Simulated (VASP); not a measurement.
Input:

```
MgSe
1.0
    0.00000     2.75232     2.75232
    2.75232     0.00000     2.75232
    2.75232     2.75232     0.00000
Mg Se
1 1
Direct
  0.00000   0.00000   0.00000
  0.50000   0.50000   0.50000
```

All values below come from PW91 GGA, VASP's PBE PAW potentials (set 64) (plane waves; VASP). Run with 520 eV cut-off, Gaussian smearing of 0.050 eV, potentials Mg Se.

### Question
Give the energies of bands 2 to 7 at the high-symmetry points, in eV from the valence-band maximum.

### Answer

```
band     Γ      X      U      L      W
----  ----  -----  -----  -----  -----
2     0.00  -4.10  -3.62  -4.78  -3.18
3     0.00  -1.71  -3.21  -0.55  -3.18
4     0.00  -1.71  -1.37  -0.55  -2.46
5     2.44   1.78   3.02   3.82   4.44
6     7.44   4.07   6.27   6.07   6.89
7     7.44  11.49   8.81   6.07   7.55
```

The gap is indirect, 1.78 eV, from the valence maximum at Γ to the conduction minimum at X.

The compound is MgSe in the rock salt structure. It was relaxed first.
